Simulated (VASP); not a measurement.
An input for Ansatz (written as the equivalent of a VASP run, and not itself run):

Ansatz 0.2 input:
```yaml
crystal:
  lattice:
    - [2.1166420, 1.2220430, 10.0759920]
    - [-2.1166420, 1.2220430, 10.0759920]
    - [0.0000000, -2.4440880, 10.0759920]
  atoms:
    - { symbol: Bi, position: [0.3984400, 0.3984400, 0.3984400] }
    - { symbol: Bi, position: [0.6015600, 0.6015600, 0.6015600] }
    - { symbol: Se, position: [0.0000000, 0.0000000, 0.0000000] }
    - { symbol: Se, position: [0.2157170, 0.2157170, 0.2157170] }
    - { symbol: Se, position: [0.7842830, 0.7842830, 0.7842830] }
kpoints:
  mp_grid: { grid: [6, 6, 6], shift: [0.5, 0.5, 0.5] }
hamiltonian:
  xc: lda
  pseudopotentials: { kind: paw }
scf:
  occupations: { method: gaussian, width: 0.02 }
  max_iter: 100
output: { forces: true, stress: true, eigenvalues: true }
```

### Question
Write the VASP files for the same calculation (LDA).

### Answer
One answer among several that fit: 
### KPOINTS
```
Regular mesh
0
Gamma
 6 6 6
0.5 0.5 0.5
```

**INCAR**
```
! general
SYSTEM  = Bi2Se3
PREC    = Accurate
ENCUT   = 240   ! plane-wave cut-off (eV)
LREAL   = F   ! projection in real space or not
LASPH   = T   ! aspherical one-centre terms

! electronic loop
EDIFF   = 1E-6
NELM    = 100
ALGO    = Normal   ! blocked Davidson
LMAXMIX = 4   ! l cut-off of mixed one-centre charges

! smearing
ISMEAR  = 0   ! Gaussian
SIGMA   = 0.02   ! width (eV)

! ions
ISIF    = 2   ! forces and stress, cell fixed

! output
LWAVE   = F
LCHARG  = F
```

File POSCAR:
```
Bi2Se3
1
    2.1166420000     1.2220430000    10.0759920000
   -2.1166420000     1.2220430000    10.0759920000
    0.0000000000    -2.4440880000    10.0759920000
Bi Se
2 3
Direct
  0.3984400000   0.3984400000   0.3984400000
  0.6015600000   0.6015600000   0.6015600000
  0.0000000000   0.0000000000   0.0000000000
  0.2157170000   0.2157170000   0.2157170000
  0.7842830000   0.7842830000   0.7842830000
```

POTCAR, in this order: Bi_d Se (LDA.64 set). Program: vasp_std.

The two are equivalent in intent, not identical: each code has its own PAW files, so the cut-off isn't converted (ENCUT is set for VASP's; basis.ecutwfc is left out, and Ansatz then takes the one that its files recommend); Ansatz stops its SCF on the density residual and VASP on the energy change (EDIFF); Ansatz's lda is the Perdew-Wang form, while the LDA potentials of VASP carry Perdew-Zunger's.

The structure comes from a computed database's Bi2Se3 entry; how it stands against other phases isn't given here. The cell was not relaxed at this level. The run is one of a series of settings (ENCUT = 240, GGA removed, KPOINTS 6×6×6 Γ-centred mesh shifted by (0.5, 0.5, 0.5), POTCAR Bi_d Se (LDA.64 set) against the base run), some of them coarse on purpose.
